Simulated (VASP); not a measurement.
Here is the system:

```xyz
6
Lattice="3.3093 0.0000 0.0000 -1.6547 2.8660 0.0000 0.0000 0.0000 13.0660" Properties=species:S:1:pos:R:3 pbc="T T T"
Te     0.0000     1.9106     5.0166
W      0.0000     0.0000     3.1257
W      0.0000     1.9106     9.8549
Se     0.0000     0.0000     8.2057
Se     0.0000     0.0000    11.5065
Se     0.0000     1.9106     1.4885
```

These are LDA (Ceperley-Alder, Perdew-Zunger), VASP's LDA PAW potentials (set 64) (plane waves; VASP) values and carry that method's errors. Numerical set-up: 400 eV cut-off, 9×9×2 Γ-centred mesh, tetrahedra with Blöchl corrections, potentials Te W_sv Se.

The cores are frozen, which limits the accuracy of field gradients.

Question: Give the principal components of the electric field gradient (V/Å²) and the asymmetry η at each nucleus.

Answer: 
| atom | Vxx | Vyy | Vzz | η |
|---|---|---|---|---|
| Te1 | 67.6 | 67.6 | -135.2 | 0.00 |
| W2 | 66.3 | 66.3 | -132.6 | 0.00 |
| W3 | 84.8 | 84.8 | -169.7 | 0.00 |
| Se4 | 39.2 | 39.2 | -78.4 | 0.00 |
| Se5 | 42.1 | 42.1 | -84.3 | 0.00 |
| Se6 | 35.8 | 35.8 | -71.6 | 0.00 |

The structure comes from a computed database's TeW2Se3 entry (P3m1); how it stands against other phases isn't given here. It was relaxed first, which changed the volume by -15 %.
